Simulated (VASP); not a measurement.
# Si3N4 (Fd-3m) in VASP: settings compared, part 3 of 3

VASP 6.6.1. The steps go on from the part before.

### 5 Optical spectrum, PBE

File INCAR:

```
PREC = Accurate ; ENCUT = 520
EDIFF = 1E-6 ; ISMEAR = 0
SIGMA = 0.03 ; LREAL = F
LASPH = T ; NELM = 80
ALGO = Fast ; ISIF = 2
LWAVE = F ; LCHARG = F
GGA = PE ; LOPTICS = T
NBANDS = 56 ; NEDOS = 1000
CSHIFT = 0.05 ; KPAR = 4
```

File KPOINTS:

```
regular mesh
0
Gamma
  6 6 6
```

File POSCAR:

```
Si3N4                                   
1.0
    0.0000000000      3.8722300466      3.8722300466
    3.8722300466      0.0000000000      3.8722300466
    3.8722300466      3.8722300466      0.0000000000
  Si              N             
     6     8
Direct
     0.1250000000000000    0.1250000000000000    0.6250000000000000
     0.1250000000000000    0.6250000000000000    0.1250000000000000
     0.6250000000000000    0.1250000000000000    0.1250000000000000
     0.1250000000000000    0.1250000000000000    0.1250000000000000
     0.7500000000000000    0.7500000000000000    0.7500000000000000
     0.5000000000000000    0.5000000000000000    0.5000000000000000
     0.3675589953097429    0.3675589953097429    0.3675589953097429
     0.3526769859292429    0.8824410046902571    0.8824410046902571
     0.8824410046902571    0.8824410046902571    0.3526769859292429
     0.8824410046902571    0.3526769859292429    0.8824410046902571
     0.3675589953097429    0.3675589953097429    0.8973230140707571
     0.3675589953097429    0.8973230140707571    0.3675589953097429
     0.8824410046902571    0.8824410046902571    0.8824410046902571
     0.8973230140707571    0.3675589953097429    0.3675589953097429
```

Potentials or basis: VASP PAW PBE potentials, release 64 (Si, N).

Started as:

```console
$ cat potpaw_PBE.64/Si/POTCAR potpaw_PBE.64/N/POTCAR > POTCAR
$ mpirun -np 4 vasp_std > vasp.out
```

OUTCAR:

```text
PREC = Accurate
   ENCUT = 520
   EDIFF = 1E-6
   ISMEAR = 0
   LREAL = F
   LASPH = T
   NELM = 80
   ISIF = 2
   GGA = PE

 ion  position               nearest neighbor table
   1  0.125  0.125  0.625-   7 1.88  13 1.88  10 1.88  12 1.88   8 1.88  14 1.88   4 2.74   2 2.74
                             3 2.74   4 2.74   2 2.74   3 2.74
   2  0.125  0.625  0.125-   7 1.88  13 1.88   8 1.88  14 1.88   9 1.88  11 1.88   4 2.74   1 2.74
                             1 2.74   3 2.74   4 2.74   3 2.74
   3  0.625  0.125  0.125-   7 1.88  13 1.88  12 1.88  10 1.88   9 1.88  11 1.88   4 2.74   1 2.74
                             2 2.74   1 2.74   2 2.74   4 2.74
   4  0.125  0.125  0.125-   8 1.88   9 1.88  10 1.88  11 1.88  12 1.88  14 1.88   1 2.74   2 2.74
                             3 2.74   1 2.74   2 2.74   3 2.74
   5  0.750  0.750  0.750-   8 1.78   9 1.78  10 1.78  13 1.78
   6  0.500  0.500  0.500-  11 1.78  12 1.78  14 1.78   7 1.78
   7  0.368  0.368  0.368-   6 1.78   2 1.88   3 1.88   1 1.88
   8  0.353  0.882  0.882-   5 1.78   4 1.88   2 1.88   1 1.88
   9  0.882  0.882  0.353-   5 1.78   4 1.88   2 1.88   3 1.88
  10  0.882  0.353  0.882-   5 1.78   4 1.88   3 1.88   1 1.88
  11  0.368  0.368  0.897-   6 1.78   4 1.88   2 1.88   3 1.88
  12  0.368  0.897  0.368-   6 1.78   4 1.88   3 1.88   1 1.88
  13  0.882  0.882  0.882-   5 1.78   2 1.88   3 1.88   1 1.88
  14  0.897  0.368  0.368-   6 1.78   4 1.88   2 1.88   1 1.88

  LATTYP: Found a face centered cubic cell.
 ALAT       =     7.7444600932

  Lattice vectors:

 A1 = (   0.0000000000,   3.8722300466,   3.8722300466)
 A2 = (   3.8722300466,   0.0000000000,   3.8722300466)
 A3 = (   3.8722300466,   3.8722300466,   0.0000000000)

Analysis of symmetry for initial positions (statically):
=====================================================================
 Subroutine PRICEL returns:
 Original cell was already a primitive cell.

 Routine SETGRP: Setting up the symmetry group for a
 face centered cubic supercell.

 Subroutine GETGRP returns: Found 48 space group operations
 (whereof 24 operations were pure point group operations)
 out of a pool of 48 trial point group operations.

The static configuration has the point symmetry T_d .
 The point group associated with its full space group is O_h .

Analysis of symmetry for dynamics (positions and initial velocities):
=====================================================================
 Subroutine PRICEL returns:
 Original cell was already a primitive cell.

 Routine SETGRP: Setting up the symmetry group for a
 face centered cubic supercell.

[... 936 lines left out ...]
  -------------------------------------------------------------------------------------
  Total        3.7079498      3.7079498      3.7079498      0.0000000     -0.0000000     -0.0000000
  in kB       51.1600530     51.1600530     51.1600530      0.0000000     -0.0000000     -0.0000000
  external PRESSURE =      51.1600530 kB  Pullay stress =       0.0000000 kB

 VOLUME and BASIS-vectors are now :
 -----------------------------------------------------------------------------
  energy-cutoff  :      520.00
  volume of cell :      116.12
      direct lattice vectors                 reciprocal lattice vectors
     0.000000000  3.872230047  3.872230047    -0.129124560  0.129124560  0.129124560
     3.872230047  0.000000000  3.872230047     0.129124560 -0.129124560  0.129124560
     3.872230047  3.872230047  0.000000000     0.129124560  0.129124560 -0.129124560

 POSITION                                       TOTAL-FORCE (eV/Angst)
 -----------------------------------------------------------------------------------
      2.90417      2.90417      0.96806        -0.000000     -0.000000     -0.000000
      2.90417      0.96806      2.90417        -0.000000     -0.000000     -0.000000
      0.96806      2.90417      2.90417        -0.000000     -0.000000     -0.000000
      0.96806      0.96806      0.96806        -0.000000     -0.000000     -0.000000
      5.80835      5.80835      5.80835        -0.000000     -0.000000     -0.000000
      3.87223      3.87223      3.87223        -0.000000     -0.000000     -0.000000
      2.84655      2.84655      2.84655         0.033966      0.033966      0.033966
      6.83403      4.78266      4.78266        -0.033966      0.033966      0.033966
      4.78266      4.78266      6.83403         0.033966      0.033966     -0.033966
      4.78266      6.83403      4.78266         0.033966     -0.033966      0.033966
      4.89791      4.89791      2.84655        -0.033966     -0.033966      0.033966
      4.89791      2.84655      4.89791        -0.033966      0.033966     -0.033966
      6.83403      6.83403      6.83403        -0.033966     -0.033966     -0.033966
      2.84655      4.89791      4.89791         0.033966     -0.033966     -0.033966
 -----------------------------------------------------------------------------------
    total drift:                                0.000000      0.000000      0.000000

  FREE ENERGIE OF THE ION-ELECTRON SYSTEM (eV)
  ---------------------------------------------------
  free  energy   TOTEN  =      -112.4516944204 eV

  energy  without entropy=     -112.4516944204  energy(sigma->0) =     -112.45169442

 electrical conductivity sigma (Mega S m-1) (frequency dependency in vasprun.xml)
  --------------------------------------------------------------------------------------
       0.000      -0.000       0.000
      -0.000       0.000      -0.000
       0.000      -0.000       0.000

  frequency dependent IMAGINARY DIELECTRIC FUNCTION (independent particle, no local field effects) density-density
     E(ev)      X         Y         Z        XY        YZ        ZX
  --------------------------------------------------------------------------------------------------------------
     0.00000     0.00000     0.00000     0.00000     0.00000     0.00000     0.00000
     0.40522     0.00190     0.00190     0.00190    -0.00000    -0.00000    -0.00000
     0.81044     0.00385     0.00385     0.00385    -0.00000    -0.00000    -0.00000
     1.21566     0.00592     0.00592     0.00592    -0.00000    -0.00000    -0.00000
     1.62088     0.00819     0.00819     0.00819    -0.00000    -0.00000    -0.00000
     2.02610     0.01075     0.01075     0.01075    -0.00000    -0.00000    -0.00000
[... 92 lines left out ...]
    39.71148     0.00088     0.00088     0.00088    -0.00000     0.00000    -0.00000
    40.11670     0.00085     0.00085     0.00085    -0.00000     0.00000    -0.00000

  frequency dependent      REAL DIELECTRIC FUNCTION (independent particle, no local field effects) density-density
     E(ev)        X           Y           Z          XY          YZ          ZX
  --------------------------------------------------------------------------------------------------------------
     0.00000     5.01798     5.01798     5.01798    -0.00000     0.00000    -0.00000
     0.40522     5.02565     5.02565     5.02565     0.00000     0.00000    -0.00000
     0.81044     5.04886     5.04886     5.04886     0.00000     0.00000    -0.00000
     1.21566     5.08834     5.08834     5.08834     0.00000     0.00000    -0.00000
     1.62088     5.14533     5.14533     5.14533     0.00000     0.00000    -0.00000
     2.02610     5.22182     5.22182     5.22182     0.00000     0.00000    -0.00000
[... 92 lines left out ...]
    39.71148     0.68703     0.68703     0.68703    -0.00000    -0.00000     0.00000
    40.11670     0.69401     0.69401     0.69401    -0.00000    -0.00000     0.00000

  frequency dependent IMAGINARY DIELECTRIC FUNCTION (independent particle, no local field effects) current-current
     E(ev)      X         Y         Z        XY        YZ        ZX
  --------------------------------------------------------------------------------------------------------------
     0.00000     9.91601     9.91601     9.91601    -0.00000    -0.00000    -0.00000
     0.40522     0.99535     0.99535     0.99535    -0.00000    -0.00000    -0.00000
     0.81044     0.50344     0.50344     0.50344    -0.00000    -0.00000    -0.00000
     1.21566     0.34223     0.34223     0.34223    -0.00000    -0.00000    -0.00000
     1.62088     0.26394     0.26394     0.26394    -0.00000    -0.00000    -0.00000
     2.02610     0.21912     0.21912     0.21912    -0.00000    -0.00000    -0.00000
[... 92 lines left out ...]
    39.71148     0.00009     0.00009     0.00009     0.00000    -0.00000    -0.00000
    40.11670     0.00008     0.00008     0.00008     0.00000    -0.00000    -0.00000

  frequency dependent      REAL DIELECTRIC FUNCTION (independent particle, no local field effects) current-current
     E(ev)        X           Y           Z          XY          YZ          ZX
  --------------------------------------------------------------------------------------------------------------
     0.00000     5.01762     5.01762     5.01762    -0.00000    -0.00000    -0.00000
     0.40522     5.02520     5.02520     5.02520    -0.00000    -0.00000    -0.00000
     0.81044     5.04841     5.04841     5.04841    -0.00000    -0.00000    -0.00000
     1.21566     5.08787     5.08787     5.08787    -0.00000    -0.00000    -0.00000
     1.62088     5.14486     5.14486     5.14486    -0.00000    -0.00000    -0.00000
     2.02610     5.22132     5.22132     5.22132    -0.00000    -0.00000    -0.00000
[... 92 lines left out ...]
    39.71148     0.68703     0.68703     0.68703     0.00000     0.00000     0.00000
    40.11670     0.69402     0.69402     0.69402     0.00000     0.00000     0.00000
```

It took 26 s on 4 MPI ranks of Intel Xeon 6975P-C (Granite Rapids), shared host; peak memory 0.37 GiB.

Results:

- Free energy: -112.4517 eV
- Pressure: 5.1 GPa
- Largest force: 0.059 eV/Å
- Band gap on the k mesh: 3.40 eV, indirect (least direct gap 3.44 eV)

Forces in eV/Å, atoms in the order of the input:
```
Si   0.000  0.000  0.000
Si   0.000  0.000  0.000
Si   0.000  0.000  0.000
Si   0.000  0.000  0.000
Si   0.000  0.000  0.000
Si   0.000  0.000  0.000
N    0.034  0.034  0.034
N   -0.034  0.034  0.034
N    0.034  0.034 -0.034
N    0.034 -0.034  0.034
N   -0.034 -0.034  0.034
N   -0.034  0.034 -0.034
N   -0.034 -0.034 -0.034
N    0.034 -0.034 -0.034
```

Dielectric function (mean over the directions given):
```csv
energy (eV),real part,imaginary part
0.32,5.02,0.00
0.97,5.06,0.00
1.62,5.15,0.01
2.35,5.30,0.01
3.00,5.51,0.02
3.65,5.81,0.03
4.38,6.21,0.10
5.02,7.04,0.52
5.67,7.78,0.65
6.40,8.64,2.33
7.05,9.45,6.73
7.70,9.97,7.41
8.43,9.60,7.18
9.08,7.10,9.32
9.73,4.90,9.27
10.45,-0.06,10.39
11.10,0.35,8.94
11.75,-1.09,7.38
12.48,-0.98,6.45
13.13,-2.00,5.88
13.78,-2.68,4.73
14.51,-3.54,3.09
15.16,-3.37,2.50
15.80,-2.85,1.50
16.53,-1.87,0.95
17.18,-2.05,1.08
17.83,-1.56,0.51
18.56,-1.42,0.54
19.21,-1.10,0.22
19.94,-0.92,0.26
```

Caveat: spectra need much finer meshes, so this one isn't converged; independent-particle spectra lack excitons.

### 6 Overview

| task | level | k mesh | monkhorst-Pack mesh | gap on the mesh (eV) | pressure (GPa) | largest force (eV/Å) |
| --- | --- | --- | --- | --- | --- | --- |
| band structure | r2SCAN | 6 × 6 × 6 | - | 4.00 | -1.6 | 0.01 |
| band structure | TB-mBJ | 6 × 6 × 6 | - | 4.72 | - | - |
| dielectric tensor | PBE | 8 × 8 × 8 | yes | - | - | - |
| optical spectrum | PBE | 6 × 6 × 6 | - | 3.40 | 5.1 | 0.06 |

Alike in all rows: potentials or basis VASP PAW PBE potentials, release 64 (Si, N); no spin polarisation; cell as given; cutoff (eV) 520; smearing gaussian 0.03 eV.

On the cell as given the gap runs from 3.40 eV (PBE) to 4.72 eV (TB-mBJ).

Caveats: the PAW data sets were made with another functional, which shifts forces and pressure a little (some runs); spectra need much finer meshes, so this one isn't converged (some runs); independent-particle spectra lack excitons (some runs).

Absolute energies hang on the potentials; compare differences alone.

### 7 How close it comes

Step 2. Measured gap of Si3N4: 4.8 eV (optical; powder; quoted in “Photoluminescence and electronic transitions in cubic silicon nitride”, 2016, pmc:4698759). This calculation gives 4.00 eV (-0.80 eV). 2 values of this kind are on record (4.3 to 4.8 eV); this one was drawn at random, those with a stated uncertainty first. The value is that of r2SCAN, without temperature or zero-point motion. The cell is a database's relaxed one, not the measured one, which moves gaps too.

Step 5. Against the measured gap of Si3N4, 4.8 eV (optical; powder; quoted in “Photoluminescence and electronic transitions in cubic silicon nitride”, 2016, pmc:4698759), the calculated 3.40 eV is off by -1.40 eV. 2 values of this kind are on record (4.3 to 4.8 eV); this one was drawn at random, those with a stated uncertainty first. The value is that of PBE on a finite k mesh, which can miss the band edges, without temperature or zero-point motion. Semilocal functionals fall short of measured gaps as a rule. The cell is a database's relaxed one, not the measured one, which moves gaps too.
